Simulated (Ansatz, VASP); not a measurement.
# AlN in two plane-wave programs, part 2 of 2

Aim: how closely do two programs agree when they are given the same cell, functional and k mesh? The cell is taken from a series of runs on this material, whose earlier steps may have relaxed, scaled, displaced or heated it; both programs get it as it stands.

VASP 6.6.1 and Ansatz 0.2.0.

So far: The structure; Ansatz: zone-centre phonons, PBE.

### Step 3. VASP: zone-centre phonons, PBE

Level of this step: PBE; plane waves and PAW (Al, N) (VASP).

The same cell, functional and mesh now go to VASP, with its own data sets.

Lines of VASP's logs that name or quote its potential files are left out, and so is its time.

The input, INCAR:

```
SYSTEM = AlN
PREC = Accurate
ENCUT = 600
EDIFF = 1E-08
NELM = 120
ISMEAR = 0
SIGMA = 0.01
LREAL = .FALSE.
ALGO = Normal
GGA = PE
NBANDS = 10
LORBIT = 11
LWAVE = .FALSE.
LCHARG = .FALSE.
ISIF = 2
IBRION = 8
LEPSILON = .TRUE.
LASPH = .TRUE.
GGA_COMPAT = .FALSE.
EFERMI = MIDGAP
```

The input, POSCAR:

```
AlN
1.0
    0.0000000000      2.2002724384      2.2002724384
    2.2002724384      0.0000000000      2.2002724384
    2.2002724384      2.2002724384      0.0000000000
Al N
1 1
Direct
    0.0000000000      0.0000000000      0.0000000000
    0.7500000000      0.7500000000      0.7500000000
```

The input, KPOINTS:

```
Automatic mesh
0
Gamma
8 8 8
0 0 0
```

Potentials, in the order of the species: Al and N (PBE family, release 64).

Started as:

```
$ mpirun -np 1 vasp_std
```

Numbers of over 12 decimals in the logs are rounded to 6 here.

The program printed:

```text
[banner, memory and clock lines left out]
running    1 mpi-ranks, on    1 nodes
 distrk:  each k-point on    1 cores,    1 groups
 distr:  one band on    1 cores,    1 groups

 POSCAR found type information on POSCAR AlN
 POSCAR found :  2 types and       2 ions
 LDA part: xc-table for (Slater+PW92), standard interpolation
 POSCAR, INCAR and KPOINTS ok, starting setup
 FFT: planning ... GRIDC
 FFT: planning ... GRID_SOFT
 FFT: planning ... GRID
 WAVECAR not read
 entering main loop
       N       E                     dE             d eps       ncg     rms          rms(c)
DAV:   1     0.145843869747E+02    0.14584E+02   -0.40732E+03   588   0.740E+02
DAV:   2    -0.160153024497E+02   -0.30600E+02   -0.29211E+02   704   0.162E+02
DAV:   3    -0.171812505170E+02   -0.11659E+01   -0.11637E+01   704   0.311E+01
DAV:   4    -0.171880550745E+02   -0.68046E-02   -0.68040E-02   666   0.241E+00
DAV:   5    -0.171881423167E+02   -0.87242E-04   -0.87242E-04   668   0.263E-01    0.851E+00
DAV:   6    -0.148596877545E+02    0.23285E+01   -0.12460E+01   698   0.198E+01    0.283E+00
DAV:   7    -0.148551207437E+02    0.45670E-02   -0.13621E-01   634   0.316E+00    0.198E+00
DAV:   8    -0.148497194287E+02    0.54013E-02   -0.25052E-02   602   0.179E+00    0.520E-01
DAV:   9    -0.148487452800E+02    0.97415E-03   -0.24952E-03   676   0.349E-01    0.223E-01
DAV:  10    -0.148488082247E+02   -0.62945E-04   -0.47809E-04   622   0.151E-01    0.229E-02
DAV:  11    -0.148488114721E+02   -0.32474E-05   -0.20665E-05   654   0.315E-02    0.137E-02
DAV:  12    -0.148488115512E+02   -0.79183E-07   -0.80594E-07   640   0.790E-03    0.155E-03
DAV:  13    -0.148488115528E+02   -0.15328E-08   -0.15990E-07   664   0.240E-03    0.922E-04
DAV:  14    -0.148488115605E+02   -0.77206E-08   -0.13771E-08   356   0.901E-04
   1 F= -.14848812E+02 E0= -.14848812E+02  d E =0.000000E+00
 Linear response reoptimize wavefunctions to high precision
DAV:   1    -0.148488115616E+02   -0.10986E-08   -0.23474E-09   642   0.365E-04
DAV:   2    -0.148488115616E+02   -0.30695E-10   -0.15228E-11   318   0.390E-05
 Linear response G [H, r] |phi>, progress :
  Direction:   1
       N       E                     dE             d eps       ncg     rms
RMM:   1    -0.351495504962E+02   -0.35150E+02   -0.39978E-01  1394   0.524E+01
RMM:   2    -0.312664286918E+02    0.38831E+01   -0.12877E+00   950   0.106E+01
RMM:   3    -0.312747626753E+02   -0.83340E-02   -0.17454E-02   957   0.106E+00
RMM:   4    -0.312748956119E+02   -0.13294E-03   -0.36148E-04  1000   0.135E-01
RMM:   5    -0.312748879591E+02    0.76528E-05   -0.17591E-05  1010   0.204E-02
RMM:   6    -0.312748880889E+02   -0.12981E-06   -0.11860E-05  1036   0.331E-03
RMM:   7    -0.312748877169E+02    0.37203E-06   -0.71812E-06  1047   0.924E-04
RMM:   8    -0.312748876744E+02    0.42517E-07   -0.21843E-06   945   0.517E-04
RMM:   9    -0.312748876746E+02   -0.20293E-09   -0.14169E-05   777   0.462E-04
RMM:  10    -0.312748876115E+02    0.63094E-07   -0.45987E-05   700   0.463E-04
RMM:  11    -0.312748873888E+02    0.22268E-06   -0.95956E-05   604   0.464E-04
RMM:  12    -0.312748876976E+02   -0.30883E-06   -0.33097E-05   513   0.466E-04
 Linear response G [H, r] |phi>, progress :
  Direction:   2
       N       E                     dE             d eps       ncg     rms
RMM:   1    -0.330075364676E+02   -0.33008E+02    0.23404E+00  1391   0.510E+01
RMM:   2    -0.311301064620E+02    0.18774E+01   -0.11009E+00   943   0.987E+00
RMM:   3    -0.311419619198E+02   -0.11855E-01   -0.15583E-02   951   0.101E+00
RMM:   4    -0.311421384571E+02   -0.17654E-03   -0.32837E-04  1002   0.130E-01
RMM:   5    -0.311421308683E+02    0.75888E-05   -0.57313E-06  1008   0.196E-02
RMM:   6    -0.311421309255E+02   -0.57228E-07   -0.16054E-07  1052   0.317E-03
RMM:   7    -0.311421306154E+02    0.31005E-06    0.17210E-06  1044   0.862E-04
RMM:   8    -0.311421305836E+02    0.31820E-07    0.82833E-07   927   0.470E-04
RMM:   9    -0.311421306093E+02   -0.25654E-07    0.31730E-06   768   0.420E-04
RMM:  10    -0.311421307175E+02   -0.10826E-06    0.20619E-06   706   0.421E-04
RMM:  11    -0.311421305323E+02    0.18520E-06    0.30061E-05   584   0.420E-04
RMM:  12    -0.311421308528E+02   -0.32044E-06    0.53472E-05   519   0.420E-04
 Linear response G [H, r] |phi>, progress :
  Direction:   3
       N       E                     dE             d eps       ncg     rms
RMM:   1    -0.261283639942E+02   -0.26128E+02    0.89872E+01  1313   0.517E+01
RMM:   2    -0.251030810577E+02    0.10253E+01   -0.11277E+00   934   0.977E+00
RMM:   3    -0.251152811875E+02   -0.12200E-01   -0.15188E-02   946   0.979E-01
RMM:   4    -0.251155592579E+02   -0.27807E-03   -0.20919E-04   979   0.122E-01
RMM:   5    -0.251155628789E+02   -0.36210E-05   -0.53489E-06   996   0.186E-02
RMM:   6    -0.251155629920E+02   -0.11310E-06   -0.20108E-07  1026   0.320E-03
RMM:   7    -0.251155629996E+02   -0.75680E-08    0.96796E-09   998   0.863E-04
 Linear response to external field (no local field effect), progress :
  Direction:   1
       N       E                     dE             d eps       ncg     rms          rms(c)
RMM:   1    -0.256871588139E+00   -0.25687E+00   -0.97563E-01  1285   0.247E+00
RMM:   2    -0.264247553782E+00   -0.73760E-02   -0.22217E-03   943   0.344E-01
[...]
RMM:   3    -0.149974543006E+00   -0.13350E-04   -0.16547E-05   948   0.266E-02
RMM:   4    -0.149974838777E+00   -0.29577E-06   -0.30492E-07   967   0.368E-03
RMM:   5    -0.149974843739E+00   -0.49620E-08   -0.77255E-09   962   0.598E-04
 change of polarisation eV/A/(eV/A) component  3 :     0.040    -0.039     0.300
 dielectric tensor                  component  3 :     0.338    -0.334     3.548
 Linear response to external field, progress :
  Direction:   1
       N       E                     dE             d eps       ncg     rms          rms(c)
RMM:   1    -0.216545518812E+00   -0.21655E+00   -0.78156E-01  4189   0.228E+00
RMM:   2    -0.222511794046E+00   -0.59663E-02   -0.19119E-03  3062   0.317E-01    0.697E-01
RMM:   3    -0.219483972012E+00    0.30278E-02   -0.29819E-03  2954   0.373E-01    0.425E-01
RMM:   4    -0.233237060026E+00   -0.13753E-01   -0.48404E-03  3102   0.485E-01    0.634E-02
RMM:   5    -0.235662053249E+00   -0.24250E-02   -0.92172E-05  3101   0.786E-02    0.109E-02
RMM:   6    -0.235823987939E+00   -0.16193E-03   -0.14674E-06  3232   0.102E-02    0.469E-03
RMM:   7    -0.235959802656E+00   -0.13581E-03   -0.57229E-07  3159   0.647E-03    0.346E-04
RMM:   8    -0.235959327833E+00    0.47482E-06   -0.76826E-10  3295   0.481E-04    0.117E-04
RMM:   9    -0.235959834506E+00   -0.50667E-06   -0.18500E-10  2992   0.273E-04    0.172E-05
RMM:  10    -0.235959938260E+00   -0.10375E-06   -0.14536E-10  2108   0.436E-05    0.515E-06
 change of polarisation eV/A/(eV/A) component  1 :     0.428     0.088     0.049
 dielectric tensor                  component  1 :     4.635     0.749     0.412
 Linear response to external field, progress :
  Direction:   2
       N       E                     dE             d eps       ncg     rms          rms(c)
RMM:   1    -0.216595968730E+00   -0.21660E+00   -0.78207E-01  4187   0.228E+00
RMM:   2    -0.222511759409E+00   -0.59158E-02   -0.19064E-03  3062   0.316E-01    0.697E-01
RMM:   3    -0.219483897461E+00    0.30279E-02   -0.29813E-03  2958   0.373E-01    0.425E-01
RMM:   4    -0.233237001683E+00   -0.13753E-01   -0.48389E-03  3101   0.485E-01    0.634E-02
RMM:   5    -0.235662099443E+00   -0.24251E-02   -0.92013E-05  3101   0.786E-02    0.109E-02
RMM:   6    -0.235823769116E+00   -0.16167E-03   -0.14291E-06  3232   0.101E-02    0.469E-03
RMM:   7    -0.235959815776E+00   -0.13605E-03   -0.56473E-07  3160   0.648E-03    0.346E-04
RMM:   8    -0.235959332591E+00    0.48318E-06    0.10112E-09  3300   0.479E-04    0.118E-04
RMM:   9    -0.235959839590E+00   -0.50700E-06    0.79388E-11  2987   0.274E-04    0.160E-05
RMM:  10    -0.235959938978E+00   -0.99388E-07   -0.30555E-10  2077   0.431E-05    0.519E-06
 change of polarisation eV/A/(eV/A) component  2 :     0.079     0.428     0.050
 dielectric tensor                  component  2 :     0.674     4.635     0.421
 Linear response to external field, progress :
  Direction:   3
       N       E                     dE             d eps       ncg     rms          rms(c)
RMM:   1    -0.216611421768E+00   -0.21661E+00   -0.78222E-01  4187   0.228E+00
RMM:   2    -0.222511763909E+00   -0.59003E-02   -0.19059E-03  3062   0.316E-01    0.697E-01
RMM:   3    -0.219483985417E+00    0.30278E-02   -0.29820E-03  2956   0.373E-01    0.425E-01
RMM:   4    -0.233236993906E+00   -0.13753E-01   -0.48403E-03  3102   0.485E-01    0.634E-02
RMM:   5    -0.235661928352E+00   -0.24249E-02   -0.92148E-05  3101   0.786E-02    0.109E-02
RMM:   6    -0.235823849967E+00   -0.16192E-03   -0.14659E-06  3234   0.102E-02    0.469E-03
RMM:   7    -0.235959822520E+00   -0.13597E-03   -0.57343E-07  3155   0.648E-03    0.346E-04
RMM:   8    -0.235959330883E+00    0.49164E-06   -0.88402E-10  3295   0.479E-04    0.118E-04
RMM:   9    -0.235959838196E+00   -0.50731E-06   -0.11350E-09  2988   0.275E-04    0.157E-05
RMM:  10    -0.235959937396E+00   -0.99200E-07   -0.29159E-10  2088   0.430E-05    0.517E-06
 change of polarisation eV/A/(eV/A) component  3 :     0.062     0.075     0.428
 dielectric tensor                  component  3 :     0.525     0.636     4.635
 Linear response DOF=           2
 Linear response progress:
  Degree of freedom:   1/  2
       N       E                     dE             d eps       ncg     rms          rms(c)
RMM:   1    -0.583292204816E-02   -0.58329E-02   -0.37050E-03  4460   0.707E-01
RMM:   2    -0.527823053603E-02    0.55469E-03   -0.32458E-04  2937   0.157E-01    0.826E-02
RMM:   3    -0.519214774489E-02    0.86083E-04   -0.79774E-05  3043   0.531E-02    0.460E-02
RMM:   4    -0.520330053857E-02   -0.11153E-04   -0.79670E-05  3015   0.527E-02    0.821E-03
RMM:   5    -0.519811003493E-02    0.51905E-05   -0.41346E-06  3055   0.127E-02    0.963E-04
RMM:   6    -0.519620591122E-02    0.19041E-05   -0.46608E-07  3155   0.163E-03    0.462E-04
RMM:   7    -0.519456821690E-02    0.16377E-05   -0.35941E-07  3108   0.811E-04    0.524E-05
RMM:   8    -0.519453664222E-02    0.31575E-07    0.92054E-10  3203   0.844E-05    0.287E-05
RMM:   9    -0.519453276478E-02    0.38774E-08   -0.36708E-09  3208   0.380E-05    0.354E-06
 first order change of Fermi-energy   0.87672E+00
 force on displaced ion       1 direction 1 : -13.773   0.000   0.000
 Born effective charge ion    1 direction 1 :   2.536   0.000   0.000
 Linear response progress:
  Degree of freedom:   2/  2
       N       E                     dE             d eps       ncg     rms          rms(c)
RMM:   1    -0.233143290927E+00   -0.23314E+00    0.22974E-01  3735   0.330E+00
RMM:   2    -0.234993143572E+00   -0.18499E-02   -0.22145E-03  2922   0.446E-01    0.172E-01
RMM:   3    -0.236006498997E+00   -0.10134E-02   -0.64716E-04  2790   0.182E-01    0.858E-02
RMM:   4    -0.237933953399E+00   -0.19275E-02   -0.55309E-04  2747   0.167E-01    0.233E-02
RMM:   5    -0.237973311386E+00   -0.39358E-04   -0.18366E-05  3120   0.395E-02    0.259E-03
RMM:   6    -0.237989795150E+00   -0.16484E-04   -0.26319E-07  3230   0.366E-03    0.108E-03
RMM:   7    -0.237984816116E+00    0.49790E-05   -0.10209E-07  3152   0.153E-03    0.907E-05
RMM:   8    -0.237983789706E+00    0.10264E-05   -0.14709E-09  3297   0.191E-04    0.529E-05
RMM:   9    -0.237983798373E+00   -0.86670E-08    0.24637E-10  3280   0.100E-04    0.441E-06
 first order change of Fermi-energy  -0.87632E+00
 force on displaced ion       2 direction 1 : -13.775   0.000   0.000
 Born effective charge ion    2 direction 1 :  -2.540   0.000   0.000
 Born effective charges drift removed
 Linear response finished
```

OUTCAR, selected parts (step 3):

```text
ion  position               nearest neighbor table
   1  0.000  0.000  0.000-   2 1.91   2 1.91   2 1.91   2 1.91
   2  0.750  0.750  0.750-   1 1.91   1 1.91   1 1.91   1 1.91

  LATTYP: Found a face centered cubic cell.
 ALAT       =     4.4005448768

 Subroutine GETGRP returns: Found 24 space group operations
 (whereof 24 operations were pure point group operations)

The static configuration has the point symmetry T_d .

 Found     29 irreducible k-points:

   k-points           NKPTS =     29   k-points in BZ     NKDIM =     29   number of bands    NBANDS=     10

   dimension x,y,z NGX =    28 NGY =   28 NGZ =   28
   dimension x,y,z NGXF=    56 NGYF=   56 NGZF=   56

   ENCUT  =  600.0 eV  44.10 Ry    6.64 a.u.   6.21  6.21  6.21*2*pi/ulx,y,z

   NELECT =       8.0000    total number of electrons

 k-points in reciprocal lattice and weights: Automatic mesh
   0.00000000  0.00000000  0.00000000       0.002
   0.12500000  0.00000000  0.00000000       0.016
   0.25000000  0.00000000  0.00000000       0.016
   0.37500000  0.00000000  0.00000000       0.016
   0.50000000  0.00000000  0.00000000       0.008
   0.12500000  0.12500000  0.00000000       0.012
   0.25000000  0.12500000  0.00000000       0.047
   0.37500000  0.12500000  0.00000000       0.047
   0.50000000  0.12500000  0.00000000       0.047
[...]
-0.37500000  0.50000000  0.12500000       0.023
  -0.25000000  0.50000000  0.25000000       0.012

 average (electrostatic) potential at core
       1 -71.9241       2 -60.1777

  Total       -0.0060079     -0.0060079     -0.0060079      0.0000000      0.0000000     -0.0000000
  in kB       -0.4518271     -0.4518271     -0.4518271      0.0000000      0.0000000     -0.0000000
  external PRESSURE =      -0.4518271 kB  Pullay stress =       0.0000000 kB

  energy-cutoff  :      600.00
  volume of cell :       21.30
      direct lattice vectors                 reciprocal lattice vectors
     0.000000000  2.200272438  2.200272438    -0.227244586  0.227244586  0.227244586
     2.200272438  0.000000000  2.200272438     0.227244586 -0.227244586  0.227244586
     2.200272438  2.200272438  0.000000000     0.227244586  0.227244586 -0.227244586

 POSITION                                       TOTAL-FORCE (eV/Angst)
 -----------------------------------------------------------------------------------
      0.00000      0.00000      0.00000        -0.000000     -0.000000     -0.000000
      3.30041      3.30041      3.30041         0.000000      0.000000      0.000000
 -----------------------------------------------------------------------------------
    total drift:                               -0.000000     -0.000000     -0.000000

 MACROSCOPIC STATIC DIELECTRIC TENSOR (including local field effects in DFT)
 ------------------------------------------------------
           4.635257     0.000000     0.000000
           0.000000     4.635257     0.000000
          -0.000000    -0.000000     4.635257
 ------------------------------------------------------

 PIEZOELECTRIC TENSOR (including local field effects)  for field in x, y, z        (C/m^2)
          XX          YY          ZZ          XY          YZ          ZX
  --------------------------------------------------------------------------------
  x     0.00000     0.00000     0.00000     0.00000     0.63123     0.00000
  y     0.00000    -0.00000     0.00000     0.00000     0.00000     0.63123
  z     0.00000     0.00000    -0.00000     0.63123     0.00000     0.00000

 BORN EFFECTIVE CHARGES (including local field effects) (in |e|, cummulative output)
 ---------------------------------------------------------------------------------
 ion    1
    1     2.53836     0.00000     0.00000
    2     0.00000     2.53836     0.00000
    3     0.00000     0.00000     2.53836
 ion    2
    1    -2.53836     0.00000     0.00000
    2     0.00000    -2.53836     0.00000
    3     0.00000     0.00000    -2.53836

 Eigenvectors and eigenvalues of the dynamical matrix
 ----------------------------------------------------

   1 f  =   19.110589 THz   120.075374 2PiTHz  637.460642 cm-1    79.035011 meV
             X         Y         Z           dx          dy          dz
      0.000000  0.000000  0.000000    -0.240798    0.373296   -0.379845
      3.300409  3.300409  3.300409     0.334290   -0.518232    0.527323

   2 f  =   19.110589 THz   120.075374 2PiTHz  637.460642 cm-1    79.035011 meV
             X         Y         Z           dx          dy          dz
      0.000000  0.000000  0.000000    -0.205901    0.319197    0.444223
      3.300409  3.300409  3.300409     0.285844   -0.443128   -0.616696

   3 f  =   19.110589 THz   120.075374 2PiTHz  637.460642 cm-1    79.035011 meV
             X         Y         Z           dx          dy          dz
      0.000000  0.000000  0.000000    -0.491159   -0.316827    0.000000
      3.300409  3.300409  3.300409     0.681856    0.439837    0.000000

   4 f/i=    0.000441 THz     0.002771 2PiTHz    0.014713 cm-1     0.001824 meV
             X         Y         Z           dx          dy          dz
      0.000000  0.000000  0.000000    -0.436427   -0.153626   -0.666569
      3.300409  3.300409  3.300409    -0.314370   -0.110661   -0.480147

   5 f/i=    0.000441 THz     0.002771 2PiTHz    0.014713 cm-1     0.001824 meV
             X         Y         Z           dx          dy          dz
      0.000000  0.000000  0.000000    -0.684043    0.098793    0.425099
      3.300409  3.300409  3.300409    -0.492734    0.071163    0.306210

   6 f/i=    0.000441 THz     0.002771 2PiTHz    0.014713 cm-1     0.001824 meV
             X         Y         Z           dx          dy          dz
      0.000000  0.000000  0.000000    -0.000673   -0.790584    0.182649
      3.300409  3.300409  3.300409    -0.000485   -0.569479    0.131567

 MACROSCOPIC STATIC DIELECTRIC TENSOR IONIC CONTRIBUTION
 ------------------------------------------------------
           3.973289     0.000000     0.000000
           0.000000     3.973289     0.000000
           0.000000     0.000000     3.973289
 ------------------------------------------------------

 ELASTIC MODULI CONTR FROM IONIC RELAXATION (kBar)
 Direction    XX          YY          ZZ          XY          YZ          ZX
 --------------------------------------------------------------------------------
 XX          -0.0000     -0.0000     -0.0000     -0.0000      0.0000      0.0000
 YY          -0.0000     -0.0000     -0.0000     -0.0000     -0.0000      0.0000
 ZZ          -0.0000     -0.0000     -0.0000      0.0000     -0.0000      0.0000
 XY          -0.0000     -0.0000      0.0000   -332.4839      0.0000      0.0000
 YZ           0.0000     -0.0000     -0.0000      0.0000   -332.4839      0.0000
 ZX           0.0000      0.0000      0.0000      0.0000      0.0000   -332.4839
 --------------------------------------------------------------------------------

 PIEZOELECTRIC TENSOR IONIC CONTR  for field in x, y, z        (C/m^2)
          XX          YY          ZZ          XY          YZ          ZX
  --------------------------------------------------------------------------------
  x     0.00000    -0.00000    -0.00000     0.00000    -1.08152     0.00000
  y     0.00000     0.00000     0.00000     0.00000     0.00000    -1.08152
  z    -0.00000    -0.00000     0.00000    -1.08152     0.00000     0.00000
```

### Step 4. Side by side

Known differences besides the potentials themselves: fixed occupations in Ansatz, narrow Gaussian smearing in VASP; VASP's response is taken on the typed mesh, Ansatz refines its own for the field response alone; the cutoff is 1142.88 eV in Ansatz and 600 eV in VASP. Total energies have different zeros and are not compared.

Both answers:

```
                                     quantity  Ansatz   VASP  difference
                                        ε∞ xx    4.58   4.64     -1.13 %
                                        ε∞ yy    4.58   4.64     -1.13 %
                                        ε∞ zz    4.58   4.64     -1.13 %
Born charge of Al1 (mean of the diagonal) (e)    2.53   2.54       -0.01
 Born charge of N2 (mean of the diagonal) (e)   -2.53  -2.54       +0.01
                   optical mode 1 to 3 (cm⁻¹)   642.5  637.5     +0.78 %
```

Modes are paired by rising frequency, not by their patterns, so a pair may set unlike modes beside each other; they are those without the splitting of longitudinal modes.

### Step 5. Outcome

```json
{
 "r.m.s. difference of the optical zone-centre modes, each program's sorted by frequency (zone-centre phonons, PBE)": "5.0 cm⁻¹",
 "difference in ε∞ xx (zone-centre phonons, PBE)": "-1.1 %"
}
```

**Reading.** The r.m.s. difference of the optical zone-centre modes, each program's sorted by frequency is 5.0 cm⁻¹ (zone-centre phonons, PBE). Among the rows given in per cent, the largest difference of the zone-centre phonons, PBE pair is in ε∞ xx, -1.1 %. Such differences can come from data sets, numerical settings and the points named under the comparisons, not from the functional's error against experiment.

[Lines on the potential files, build, host, timing and source positions are cut from VASP's logs without a mark.]

[Logs are printed without paths, hosts, clocks, repeated set-up lines and the standing remarks that a program may print on its own settings, such as how far it seeks lower states.]

[Hosts, paths, dates, database ids (printed as entryN), source tags and the programs' standing remarks are cut or masked in the printed files.]
